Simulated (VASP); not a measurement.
Here is a VASP 6.6.1 calculation.

File INCAR:

```
  ALGO = Fast
  EDIFF = 1E-4
  EDIFFG = -0.08
  ENCUT = 520
  GGA = PE
  IBRION = 2
  ISIF = 3
  ISMEAR = 0
  LASPH = T
  LCHARG = F
  LREAL = F
  LWAVE = F
  NELM = 60
  NSW = 24
  PREC = Normal
  SIGMA = 0.15
```

File KPOINTS:

```
k-points
0
Gamma
  4 4 2
```

File POSCAR:

```
Mg2CdO3
1.0
    3.3952077000      0.0000000000      0.0000000000
    0.0000000000      3.3952077000      0.0000000000
    0.0000000000      0.0000000000      7.9911088200
Mg Cd O
2 1 3
Direct
    0.5000000000      0.0000000000      0.1433060500
    0.0000000000      0.5000000000      0.8566939500
    0.5000000000      0.5000000000      0.5000000000
    0.0000000000      0.0000000000      0.2933384500
    0.0000000000      0.0000000000      0.7066615500
    0.5000000000      0.5000000000      0.0000000000
```

Potentials or basis: VASP PAW PBE potentials, release 64 (Mg, Cd, O).

Launch:

```console
$ cat potpaw_PBE.64/Mg/POTCAR potpaw_PBE.64/Cd/POTCAR potpaw_PBE.64/O/POTCAR > POTCAR
$ mpirun -np 1 vasp_std > vasp.out
```

(1) What does it give for the relaxed cell?

(2) Predict the band gap on the k mesh.

Answers

(1) a = 3.061 Å, b = 3.061 Å, c = 7.839 Å, α = 90.00°, β = 90.00°, γ = 90.00°.

(2) 0.69 eV, indirect (least direct gap 0.91 eV).

Caveat: the k mesh is coarse (spacing up to 0.46 Å⁻¹), so the values aren't converged.
